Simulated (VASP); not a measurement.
A run of VASP 6.6.1 is set up as follows.

POSCAR

```
Sr2SO
1.0
    4.0432370000      0.0000000000      0.0000000000
    0.0000000000      4.0432370000      0.0000000000
    0.0000000000      0.0000000000      5.7180000000
Sr S O
2 1 1
Direct
    0.5000000000      0.5000000000      0.5000000000
    0.0000000000      0.0000000000      0.0000000000
    0.0000000000      0.0000000000      0.5000000000
    0.5000000000      0.5000000000      0.0000000000
```

File INCAR.step1:

```
SYSTEM = Sr2SO
PREC     = Accurate       ! precision mode
ENCUT    = 520            ! plane-wave cutoff, eV
EDIFF    = 1E-5           ! SCF threshold, eV
ISMEAR   = -1             ! smearing method
SIGMA    = 0.05           ! smearing width, eV
LREAL    = .FALSE.        ! projectors in reciprocal space
LASPH    = .TRUE.         ! aspherical terms in the spheres
NELM     = 80             ! most SCF steps
ALGO     = Normal         ! electronic algorithm
ISIF     = 2              ! what is computed and relaxed
LWAVE    = .TRUE.         ! write WAVECAR
LCHARG   = .FALSE.        ! write CHGCAR
NBANDS   = 24             ! bands
GGA      = PE             ! functional
```

File INCAR.step2:

```
SYSTEM = Sr2SO
PREC     = Accurate       ! precision mode
ENCUT    = 520            ! plane-wave cutoff, eV
EDIFF    = 1E-7           ! SCF threshold, eV
ISMEAR   = -1             ! smearing method
SIGMA    = 0.05           ! smearing width, eV
LREAL    = .FALSE.        ! projectors in reciprocal space
LASPH    = .TRUE.         ! aspherical terms in the spheres
NELM     = 80             ! most SCF steps
ALGO     = Normal         ! electronic algorithm
ISIF     = 2              ! what is computed and relaxed
LWAVE    = .FALSE.        ! write WAVECAR
LCHARG   = .FALSE.        ! write CHGCAR
GGA      = PE             ! functional
LHFCALC  = .TRUE.         ! exact exchange
HFSCREEN = 0.2            ! screening, 1/A
AEXX     = 0.05           ! exact-exchange fraction
PRECFOCK = Fast         
NBANDS   = 24             ! bands
ISTART   = 1
```

File KPOINTS:

```
regular mesh
0
G
  4 4 3
  0 0 0
```

Potentials or basis: VASP PAW PBE potentials, release 64 (Sr_sv, S, O).

Launch:

```bash
$ cat potpaw_PBE.64/Sr_sv/POTCAR potpaw_PBE.64/S/POTCAR potpaw_PBE.64/O/POTCAR > POTCAR
$ cp INCAR.step1 INCAR
$ mpirun -np 1 vasp_std > vasp.out
$ cp INCAR.step2 INCAR
$ mpirun -np 1 vasp_std > vasp.out
```

Q: Predict the pressure.

A: -0.2 GPa.

Q: Predict the band gap on the k mesh.

A: 2.43 eV, direct.

Stress tensor (GPa, compression positive):
```
-0.20  0.00  0.00
 0.00 -0.20  0.00
 0.00  0.00 -0.07
```

Caveat: the PAW data sets were made with another functional, which shifts forces and pressure a little; an odd mesh through Γ misses points on the zone boundary, where band edges often lie.
